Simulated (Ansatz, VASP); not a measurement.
# Cross-check of BAs between VASP and Ansatz, part 2 of 2

Wanted: the spread between two codes on one cell, functional and k mesh. The cell is taken from a series of runs on this material, whose earlier steps may have relaxed, scaled, displaced or heated it; both programs get it as it stands.

VASP 6.6.1 and Ansatz 0.2.0.

So far: Starting point; VASP: zone-centre phonons, LDA, pair 1; Ansatz: zone-centre phonons, LDA, pair 1; Side by side.

## (5) VASP: zone-centre phonons, LDA, pair 2

Level of this step: LDA; plane waves and PAW (B, As) (VASP).

Second derivatives magnify differences that forces hide, and they need a tight electronic threshold. The cell compared in this pair holds 26.89 Å³, against 26.09 Å³ for the pair before.

INCAR reads:

```
SYSTEM = BAs
PREC = Accurate
ENCUT = 500
EDIFF = 1E-08
NELM = 120
ISMEAR = 0
SIGMA = 0.01
LREAL = .FALSE.
ALGO = Normal
GGA = CA
NBANDS = 10
LORBIT = 11
LWAVE = .FALSE.
LCHARG = .FALSE.
ISIF = 2
IBRION = 8
LASPH = .TRUE.
GGA_COMPAT = .FALSE.
EFERMI = MIDGAP
KPAR = 2
```

POSCAR reads:

```
BAs
1.0
    0.0000000000      2.3778112532      2.3778112532
    2.3778112532      0.0000000000      2.3778112532
    2.3778112532      2.3778112532      0.0000000000
B As
1 1
Direct
    0.0000000000      0.0000000000      0.0000000000
    0.2500000000      0.2500000000      0.2500000000
```

KPOINTS reads:

```
Automatic mesh
0
Gamma
10 10 10
0 0 0
```

PAW data sets: B and As (LDA family, release 64).

On the command line:

```console
$ mpirun -np 2 vasp_std
```

Numbers of over 12 decimals in the logs are rounded to 6 here.

What it wrote:

```text
[... set-up lines as in an earlier step ...]
 entering main loop
       N       E                     dE             d eps       ncg     rms          rms(c)
DAV:   1     0.980968008759E+01    0.98097E+01   -0.36762E+03   940   0.673E+02
DAV:   2    -0.131080254103E+02   -0.22918E+02   -0.22039E+02  1314   0.107E+02
DAV:   3    -0.136753987579E+02   -0.56737E+00   -0.56626E+00  1124   0.165E+01
DAV:   4    -0.136769260509E+02   -0.15273E-02   -0.15272E-02  1112   0.956E-01
[...]
DAV:  11    -0.129254470281E+02   -0.14166E-05   -0.15494E-06  1126   0.931E-03    0.127E-02
DAV:  12    -0.129254468720E+02    0.15615E-06   -0.78628E-07  1048   0.394E-03    0.285E-03
DAV:  13    -0.129254468744E+02   -0.23934E-08   -0.29914E-08  1076   0.125E-03
   1 F= -.12925447E+02 E0= -.12925447E+02  d E =0.000000E+00
 Linear response reoptimize wavefunctions to high precision
DAV:   1    -0.129254468736E+02    0.76426E-09   -0.56536E-09  1050   0.349E-04
DAV:   2    -0.129254468736E+02   -0.24841E-10   -0.13270E-10   592   0.961E-05
 Linear response DOF=           2
 Linear response progress:
[...]
RMM:   9    -0.410346994959E-01    0.43460E-07    0.10912E-07  6290   0.634E-05    0.175E-06
RMM:  10    -0.410346988203E-01    0.67568E-09    0.12814E-07  5733   0.548E-05    0.574E-07
RMM:  11    -0.410347009004E-01   -0.20802E-08    0.10328E-07  4384   0.542E-05    0.620E-08
 first order change of Fermi-energy  -0.23844E+01
 force on displaced ion       1 direction 1 : -16.748   0.000   0.000
 Linear response progress:
  Degree of freedom:   2/  2
       N       E                     dE             d eps       ncg     rms          rms(c)
RMM:   1    -0.400766891993E-01   -0.40077E-01    0.30432E-02  8175   0.115E+00
RMM:   2    -0.377812126244E-01    0.22955E-02   -0.20373E-04  5444   0.214E-01    0.970E-02
RMM:   3    -0.377222101092E-01    0.59003E-04    0.10352E-04  5795   0.268E-02    0.568E-02
RMM:   4    -0.377486875782E-01   -0.26477E-04    0.77601E-05  5735   0.300E-02    0.315E-03
[...]
RMM:   9    -0.377499822987E-01   -0.38257E-07    0.38341E-07  6309   0.597E-05    0.636E-07
RMM:  10    -0.377499761796E-01    0.61191E-08    0.49152E-07  4695   0.552E-05    0.286E-07
RMM:  11    -0.377500011779E-01   -0.24998E-07    0.24889E-07  3997   0.553E-05    0.784E-08
 first order change of Fermi-energy   0.23847E+01
 force on displaced ion       2 direction 1 : -16.752   0.000   0.000
 Linear response finished
```

Parts of OUTCAR (step 5):

```text
  Total       -0.2042984     -0.2042984     -0.2042984     -0.0000000      0.0000000      0.0000000
  in kB      -12.1734434    -12.1734434    -12.1734434     -0.0000000      0.0000000      0.0000000
  external PRESSURE =     -12.1734434 kB  Pullay stress =       0.0000000 kB

 POSITION                                       TOTAL-FORCE (eV/Angst)
 -----------------------------------------------------------------------------------
      0.00000      0.00000      0.00000        -0.000000      0.000000     -0.000000
      1.18891      1.18891      1.18891         0.000000     -0.000000      0.000000
 -----------------------------------------------------------------------------------
    total drift:                               -0.000000     -0.000000     -0.000000

[... 1 part as in an earlier step ...]

[... 1 further part left out ...]
```

## (6) Ansatz: zone-centre phonons, LDA, pair 2

The same cell, functional (in two slightly different forms) and mesh now go to Ansatz, which takes its cutoff from its data sets.

The cell is taken from a series of runs on this material, whose earlier steps may have relaxed, scaled, displaced or heated it; both programs get it as it stands.

input.yaml reads:

```yaml
crystal:
  lattice:
    - [0.0, 2.3778112532, 2.3778112532]
    - [2.3778112532, 0.0, 2.3778112532]
    - [2.3778112532, 2.3778112532, 0.0]
  atoms:
    - { symbol: B, position: [0.0, 0.0, 0.0] }
    - { symbol: As, position: [0.25, 0.25, 0.25] }
kpoints:
  mp_grid: { grid: [10, 10, 10] }
hamiltonian:
  xc: lda
scf:
  occupations: { method: fixed }
output:
  eigenvalues: true
phonons:
  method: dfpt
```

On the command line:

```console
$ ansatz run input.yaml --threads 4 --pin off --max-ram 15360MiB --backend cpu --events-out ev --progress --plain --runs-dir out
```

What it wrote:

```text
[...]
Crystal: 2 atoms, lattice volume = 26.888 Å³
Basis set: ecut = 420 eV, 531 PW (Γ), exchange–correlation on 48×48×48 points (8 copies of the dense FFT grid, shifted against one another)
Bands: 13, of which v1, the nominal top of the filled ones, is band 9 counted from 1 (8 counted from 0)
Symmetry: 24 space group operations
k-points: 102 of 1000 (irreducible under 8 space group operations, time reversal used)
[...]
k-point 1: bands = [... 5 lower, -4.2925, 9.6582, 10.7502, 10.7502, 14.4847, 14.7278, 14.7278, 16.7217]
  k-point 2: bands = [... 5 lower, -3.8039, 7.2794, 10.1700, 10.1700, 14.2941, 15.4501, 15.4501, 18.2814]
  k-point 101: bands = [... 5 lower, -0.1241, 3.0072, 5.6131, 5.8685, 15.5597, 15.8708, 18.9414, 18.9601]
[...]
ASR residual: 1.385e-4 → 0.000e0 eV/Å²; symmetrization residual: 9.964e-7 eV/Å²
  ASR residual per site (eV/Å²): 1.25e-4 1.38e-4
  Γ frequencies (cm⁻¹): 0.00 0.00 0.00 689.56 689.56 689.56
[...]
[key lines of the parts left out:]
SCF converged after 7 iterations
Free energy (F): -4923.526081 eV
Fermi energy:    11.055697 eV
```

## (7) Comparison

What differs besides the data sets and the points named for the pairs above, as far as they apply: the data sets hold 18 valence electrons in Ansatz (on its default PAW (the set named soft_2) files) and 8 in VASP. Total energies have different zeros and are not compared.

Compared:

```
                  quantity  Ansatz   VASP  difference
optical mode 1 to 3 (cm⁻¹)   689.6  694.3     -0.69 %
```

Modes are paired by rising frequency, not by their patterns, so a pair may set unlike modes beside each other; they are those without the splitting of longitudinal modes.

## (8) What came out

| Property | Result |
| --- | --- |
| r.m.s. difference of the optical zone-centre modes, each program's sorted by frequency (zone-centre phonons, LDA, pair 1) | 5.0 cm⁻¹ |
| difference in optical mode 1 to 3 (zone-centre phonons, LDA, pair 1) | -0.7 % |
| r.m.s. difference of the optical zone-centre modes, each program's sorted by frequency (zone-centre phonons, LDA, pair 2) | 4.8 cm⁻¹ |
| difference in optical mode 1 to 3 (zone-centre phonons, LDA, pair 2) | -0.7 % |

What this shows: The r.m.s. difference of the optical zone-centre modes, each program's sorted by frequency is 5.0 cm⁻¹ (zone-centre phonons, LDA, pair 1). The data sets hold unlike numbers of valence electrons (18 in Ansatz and 8 in VASP), so part of the differences comes from the potentials. Among the rows given in per cent, the largest difference of the zone-centre phonons, LDA, pair 1 pair is in optical mode 1 to 3, -0.7 %. Among the rows given in per cent, the largest difference of the zone-centre phonons, LDA, pair 2 pair is in optical mode 1 to 3, -0.7 %. Such differences can come from data sets, numerical settings and the points named under the comparisons, not from the functional's error against experiment.

[Lines on the potential files, build, host, timing and source positions are cut from VASP's logs without a mark.]

[Logs are printed without paths, hosts, clocks, repeated set-up lines and the standing remarks that a program may print on its own settings, such as how far it seeks lower states.]

[Hosts, paths, dates, database ids (printed as entryN), source tags and the programs' standing remarks are cut or masked in the printed files.]
